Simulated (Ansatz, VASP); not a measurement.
# Cross-check of HfO2 between VASP and Ansatz, part 3 of 3

One calculation is typed for both programs; each brings its own data sets. How far apart do they land? The cell is taken from a series of runs on this material, whose earlier steps may have relaxed, scaled, displaced or heated it; both programs get it as it stands.

VASP 6.6.1 and Ansatz 0.2.0.

So far: The structure; Ansatz: zone-centre phonons, LDA; VASP: zone-centre phonons, LDA.

### 3. VASP: zone-centre phonons, LDA (continued)

Level of this step: LDA; plane waves and PAW (O, Hf_pv) (VASP).

Numbers of over 12 decimals in the logs are rounded to 6 here.

OUTCAR, selected parts (step 3):

```text
ion  position               nearest neighbor table
   1  0.441  0.762  0.493-   9 2.05  12 2.10  11 2.12  10 2.13
   2  0.559  0.262  0.007-  10 2.05  11 2.10  12 2.12   9 2.13
   3  0.559  0.238  0.507-  11 2.05  10 2.10   9 2.12  12 2.13
   4  0.441  0.738  0.993-  12 2.05   9 2.10  10 2.12  11 2.13
   5  0.102  0.389  0.293-  10 1.98   9 2.04  12 2.17
   6  0.898  0.889  0.207-   9 1.98  10 2.04  11 2.17
   7  0.898  0.611  0.707-  12 1.98  11 2.04  10 2.17
   8  0.102  0.111  0.793-  11 1.98  12 2.04   9 2.17
   9  0.275  0.038  0.217-   6 1.98   5 2.04   1 2.05   4 2.10   3 2.12   2 2.13   8 2.17  11 3.21
                            11 3.24  12 3.26  12 3.26  11 3.34  10 3.36  10 3.36  10 3.74  10 3.74
  10  0.725  0.538  0.283-   5 1.98   6 2.04   2 2.05   3 2.10   4 2.12   1 2.13   7 2.17  12 3.21
                            12 3.24  11 3.26  11 3.26  12 3.34   9 3.36   9 3.36   9 3.74   9 3.74
  11  0.725  0.962  0.783-   8 1.98   7 2.04   3 2.05   2 2.10   1 2.12   4 2.13   6 2.17   9 3.21
                             9 3.24  10 3.26  10 3.26   9 3.34  12 3.36  12 3.36  12 3.74  12 3.74
  12  0.275  0.462  0.717-   7 1.98   8 2.04   4 2.05   1 2.10   2 2.12   3 2.13   5 2.17  10 3.21
                            10 3.24   9 3.26   9 3.26  10 3.34  11 3.36  11 3.36  11 3.74  11 3.74

  LATTYP: Found a simple monoclinic cell.
 ALAT       =     4.8463034867
 B/A-ratio  =     1.0581056551
 C/A-ratio  =     1.0033158889
 COS(beta)  =    -0.1085240364

 Subroutine GETGRP returns: Found  4 space group operations
 (whereof  2 operations were pure point group operations)

The static configuration has the point symmetry S_2 .
 The point group associated with its full space group is C_2h.

 Found     30 irreducible k-points:

   k-points           NKPTS =     30   k-points in BZ     NKDIM =     30   number of bands    NBANDS=     56

   dimension x,y,z NGX =    40 NGY =   42 NGZ =   40
   dimension x,y,z NGXF=    80 NGYF=   84 NGZF=   80

   ENCUT  =  600.0 eV  44.10 Ry    6.64 a.u.   9.68 10.24  9.71*2*pi/ulx,y,z

   NELECT =      88.0000    total number of electrons

 k-points in reciprocal lattice and weights: Automatic mesh
   0.00000000  0.00000000  0.00000000       0.016
   0.25000000  0.00000000  0.00000000       0.031
   0.50000000  0.00000000  0.00000000       0.016
   0.00000000  0.25000000  0.00000000       0.031
   0.25000000  0.25000000  0.00000000       0.062
   0.50000000  0.25000000  0.00000000       0.031
   0.00000000  0.50000000  0.00000000       0.016
   0.25000000  0.50000000  0.00000000       0.031
   0.50000000  0.50000000  0.00000000       0.016
[...]
0.25000000  0.50000000  0.50000000       0.031
   0.50000000  0.50000000  0.50000000       0.016

 average (electrostatic) potential at core
       1 -70.6080       2 -70.6080       3 -70.6080       4 -70.6080       5 -70.1475
       6 -70.1475       7 -70.1475       8 -70.1475       9 -36.3893      10 -36.3893
      11 -36.3893      12 -36.3893

   2 f  =   23.545478 THz   147.940601 2PiTHz  785.392604 cm-1    97.376228 meV
             X         Y         Z           dx          dy          dz
      1.808981  3.907900  2.434534    -0.040773   -0.273846    0.074411
      2.700992  1.343950  0.115006    -0.040773    0.273846    0.074411
      2.366726  1.220001  2.523103     0.040773    0.273846   -0.074411
      1.474715  3.783952  4.842631     0.040773   -0.273846   -0.074411
      0.300265  1.994908  1.423769    -0.245487    0.314190    0.089848
      4.209708  4.558858  1.125771    -0.245487   -0.314190    0.089848
      3.875442  3.132993  3.533868     0.245487   -0.314190   -0.089848
     -0.034001  0.569043  3.831866     0.245487    0.314190   -0.089848
      1.188920  0.194145  1.083069     0.022151   -0.012866   -0.010013
      3.321053  2.758096  1.466470     0.022151    0.012866   -0.010013
      2.986787  4.933756  3.874568    -0.022151    0.012866    0.010013
      0.854654  2.369805  3.491167    -0.022151   -0.012866    0.010013

   3 f  =   23.185116 THz   145.676379 2PiTHz  773.372219 cm-1    95.885891 meV
             X         Y         Z           dx          dy          dz
      1.808981  3.907900  2.434534     0.017602    0.117931   -0.468103
      2.700992  1.343950  0.115006    -0.017602    0.117931    0.468103
      2.366726  1.220001  2.523103     0.017602    0.117931   -0.468103
      1.474715  3.783952  4.842631    -0.017602    0.117931    0.468103
      0.300265  1.994908  1.423769     0.091572   -0.074446   -0.036737
      4.209708  4.558858  1.125771    -0.091572   -0.074446    0.036737
      3.875442  3.132993  3.533868     0.091572   -0.074446   -0.036737
     -0.034001  0.569043  3.831866    -0.091572   -0.074446    0.036737
      1.188920  0.194145  1.083069     0.034514   -0.013047    0.004862
      3.321053  2.758096  1.466470    -0.034514   -0.013047   -0.004862
      2.986787  4.933756  3.874568     0.034514   -0.013047    0.004862
      0.854654  2.369805  3.491167    -0.034514   -0.013047   -0.004862

   4 f  =   22.426523 THz   140.910001 2PiTHz  748.068293 cm-1    92.748606 meV
             X         Y         Z           dx          dy          dz
      1.808981  3.907900  2.434534    -0.013608    0.213457   -0.384864
      2.700992  1.343950  0.115006    -0.013608   -0.213457   -0.384864
      2.366726  1.220001  2.523103     0.013608   -0.213457    0.384864
      1.474715  3.783952  4.842631     0.013608    0.213457    0.384864
      0.300265  1.994908  1.423769    -0.198211    0.118839   -0.007990
      4.209708  4.558858  1.125771    -0.198211   -0.118839   -0.007990
      3.875442  3.132993  3.533868     0.198211   -0.118839    0.007990
     -0.034001  0.569043  3.831866     0.198211    0.118839    0.007990
      1.188920  0.194145  1.083069     0.035421   -0.037431    0.000691
      3.321053  2.758096  1.466470     0.035421    0.037431    0.000691
      2.986787  4.933756  3.874568    -0.035421    0.037431   -0.000691
      0.854654  2.369805  3.491167    -0.035421   -0.037431   -0.000691

   5 f  =   21.324882 THz   133.988182 2PiTHz  711.321481 cm-1    88.192584 meV
             X         Y         Z           dx          dy          dz
      1.808981  3.907900  2.434534     0.100885   -0.149440    0.094107
      2.700992  1.343950  0.115006    -0.100885   -0.149440   -0.094107
      2.366726  1.220001  2.523103    -0.100885    0.149440   -0.094107
      1.474715  3.783952  4.842631     0.100885    0.149440    0.094107
      0.300265  1.994908  1.423769     0.374368   -0.255593   -0.013090
      4.209708  4.558858  1.125771    -0.374368   -0.255593    0.013090
      3.875442  3.132993  3.533868    -0.374368    0.255593    0.013090
     -0.034001  0.569043  3.831866     0.374368    0.255593   -0.013090
      1.188920  0.194145  1.083069     0.021103    0.047135   -0.017779
      3.321053  2.758096  1.466470    -0.021103    0.047135    0.017779
      2.986787  4.933756  3.874568    -0.021103   -0.047135    0.017779
      0.854654  2.369805  3.491167     0.021103   -0.047135   -0.017779

   6 f  =   19.752548 THz   124.108920 2PiTHz  658.874082 cm-1    81.689938 meV
             X         Y         Z           dx          dy          dz
      1.808981  3.907900  2.434534    -0.087099    0.073147    0.123599
      2.700992  1.343950  0.115006     0.087099    0.073147   -0.123599
      2.366726  1.220001  2.523103    -0.087099    0.073147    0.123599
      1.474715  3.783952  4.842631     0.087099    0.073147   -0.123599
      0.300265  1.994908  1.423769     0.398406   -0.227161    0.089164
      4.209708  4.558858  1.125771    -0.398406   -0.227161   -0.089164
      3.875442  3.132993  3.533868     0.398406   -0.227161    0.089164
     -0.034001  0.569043  3.831866    -0.398406   -0.227161   -0.089164
      1.188920  0.194145  1.083069     0.033946    0.046042    0.015318
      3.321053  2.758096  1.466470    -0.033946    0.046042   -0.015318
      2.986787  4.933756  3.874568     0.033946    0.046042    0.015318
      0.854654  2.369805  3.491167    -0.033946    0.046042   -0.015318

   7 f  =   19.208411 THz   120.690009 2PiTHz  640.723639 cm-1    79.439571 meV
             X         Y         Z           dx          dy          dz
      1.808981  3.907900  2.434534    -0.038691   -0.449105    0.116281
      2.700992  1.343950  0.115006     0.038691   -0.449105   -0.116281
      2.366726  1.220001  2.523103     0.038691    0.449105   -0.116281
      1.474715  3.783952  4.842631    -0.038691    0.449105    0.116281
      0.300265  1.994908  1.423769    -0.117611    0.117573    0.049907
      4.209708  4.558858  1.125771     0.117611    0.117573   -0.049907
      3.875442  3.132993  3.533868     0.117611   -0.117573   -0.049907
     -0.034001  0.569043  3.831866    -0.117611   -0.117573    0.049907
      1.188920  0.194145  1.083069    -0.008333   -0.004784   -0.055203
      3.321053  2.758096  1.466470     0.008333   -0.004784    0.055203
      2.986787  4.933756  3.874568     0.008333    0.004784    0.055203
      0.854654  2.369805  3.491167    -0.008333    0.004784   -0.055203

   8 f  =   19.053562 THz   119.717062 2PiTHz  635.558426 cm-1    78.799166 meV
             X         Y         Z           dx          dy          dz
      1.808981  3.907900  2.434534    -0.054975    0.328963    0.305652
      2.700992  1.343950  0.115006    -0.054975   -0.328963    0.305652
      2.366726  1.220001  2.523103     0.054975   -0.328963   -0.305652
      1.474715  3.783952  4.842631     0.054975    0.328963   -0.305652
      0.300265  1.994908  1.423769    -0.196974    0.055548   -0.016801
      4.209708  4.558858  1.125771    -0.196974   -0.055548   -0.016801
      3.875442  3.132993  3.533868     0.196974   -0.055548    0.016801
     -0.034001  0.569043  3.831866     0.196974    0.055548    0.016801
      1.188920  0.194145  1.083069     0.050784    0.024319    0.000989
    [... 421 further lines ...]
      2.986787  4.933756  3.874568    -0.000014   -0.460434   -0.000055
      0.854654  2.369805  3.491167     0.000014   -0.460434    0.000055

 MACROSCOPIC STATIC DIELECTRIC TENSOR IONIC CONTRIBUTION
 ------------------------------------------------------
          12.144940    -0.000000     0.957104
          -0.000000    10.849318    -0.000000
           0.957104    -0.000000    11.174206
 ------------------------------------------------------

 ELASTIC MODULI CONTR FROM IONIC RELAXATION (kBar)
 Direction    XX          YY          ZZ          XY          YZ          ZX
 --------------------------------------------------------------------------------
 XX       -2005.2013   -142.5918   -536.0032     -0.0000     -0.0000    206.7510
 YY        -142.5918   -764.1882   -708.1149     -0.0000     -0.0000    263.4345
 ZZ        -536.0032   -708.1149  -1756.6370     -0.0000      0.0000    527.5164
 XY          -0.0000      0.0000      0.0000   -573.1457     57.7668     -0.0000
 YZ           0.0000      0.0000      0.0000     57.7668   -205.1664     -0.0000
 ZX         206.7510    263.4345    527.5164      0.0000     -0.0000   -625.6105
 --------------------------------------------------------------------------------

 PIEZOELECTRIC TENSOR IONIC CONTR  for field in x, y, z        (C/m^2)
          XX          YY          ZZ          XY          YZ          ZX
  --------------------------------------------------------------------------------
  x     0.00000    -0.00000    -0.00000    -0.00000     0.00000     0.00000
  y    -0.00000    -0.00000    -0.00000     0.00000     0.00000     0.00000
  z    -0.00000    -0.00000    -0.00000     0.00000     0.00000     0.00000
```

Energies printed during the response cycles are not total energies of the cell.

### 4. Differences

Known differences besides the potentials themselves: the two LDA forms differ slightly; fixed occupations in Ansatz, narrow Gaussian smearing in VASP; the data sets hold 152 valence electrons in Ansatz (on its PAW soft_1 files) and 88 in VASP; the cutoff is 420 eV in Ansatz and 600 eV in VASP; VASP's log shows a relativistic correction to its local exchange, Ansatz's none. Total energies have different zeros and are not compared.

The two programs side by side:

```tsv
quantity	Ansatz	VASP	difference
ε∞ xx	5.31	5.24	+1.40 %
ε∞ yy	5.35	5.28	+1.47 %
ε∞ zz	4.94	4.89	+1.15 %
Born charge of O1 (mean of the diagonal) (e)	-2.59	-2.57	-0.01
Born charge of Hf9 (mean of the diagonal) (e)	5.18	5.15	+0.03
optical mode 1 (cm⁻¹)	145.7	147.0	-0.89 %
optical mode 2 (cm⁻¹)	146.5	148.4	-1.25 %
optical mode 3 (cm⁻¹)	150.4	152.0	-1.06 %
optical mode 4 (cm⁻¹)	161.4	162.6	-0.74 %
optical mode 5 (cm⁻¹)	174.2	175.3	-0.66 %
optical mode 6 (cm⁻¹)	176.0	177.1	-0.61 %
optical mode 7 (cm⁻¹)	244.2	244.0	+0.07 %
optical mode 8 (cm⁻¹)	245.1	244.2	+0.37 %
optical mode 9 (cm⁻¹)	245.4	249.6	-1.70 %
optical mode 10 (cm⁻¹)	274.2	274.1	+0.03 %
optical mode 11 (cm⁻¹)	292.5	292.6	-0.02 %
optical mode 12 (cm⁻¹)	313.0	316.1	-0.96 %
optical mode 13 (cm⁻¹)	353.6	354.5	-0.23 %
optical mode 14 (cm⁻¹)	382.7	381.7	+0.27 %
optical mode 15 (cm⁻¹)	386.8	389.4	-0.66 %
optical mode 16 (cm⁻¹)	406.9	405.1	+0.46 %
optical mode 17 (cm⁻¹)	419.6	417.8	+0.43 %
optical mode 18 (cm⁻¹)	432.6	432.2	+0.10 %
optical mode 19 (cm⁻¹)	464.7	465.2	-0.10 %
optical mode 20 (cm⁻¹)	467.2	466.9	+0.07 %
optical mode 21 to 22 (cm⁻¹)	489.0	489.5	-0.11 %
```

Modes are paired by rising frequency, not by their patterns, so a pair may set unlike modes beside each other; they are those without the splitting of longitudinal modes.

### 5. Summary of results

| Item | Value |
| --- | --- |
| r.m.s. difference of the optical zone-centre modes, each program's sorted by frequency (zone-centre phonons, LDA) | 1.5 cm⁻¹ |
| difference in optical mode 9 (zone-centre phonons, LDA) | -1.7 % |

**Reading.** The r.m.s. difference of the optical zone-centre modes, each program's sorted by frequency is 1.5 cm⁻¹ (zone-centre phonons, LDA). The data sets hold unlike numbers of valence electrons (152 in Ansatz and 88 in VASP), so part of the differences comes from the potentials. Among the rows given in per cent, the largest difference of the zone-centre phonons, LDA pair is in optical mode 9, -1.7 %. Such differences can come from data sets, numerical settings and the points named under the comparisons, not from the functional's error against experiment.

[Lines on the potential files, build, host, timing and source positions are cut from VASP's logs without a mark.]

[Logs are printed without paths, hosts, clocks, repeated set-up lines and the standing remarks that a program may print on its own settings, such as how far it seeks lower states.]

[Hosts, paths, dates, database ids (printed as entryN), source tags and the programs' standing remarks are cut or masked in the printed files.]
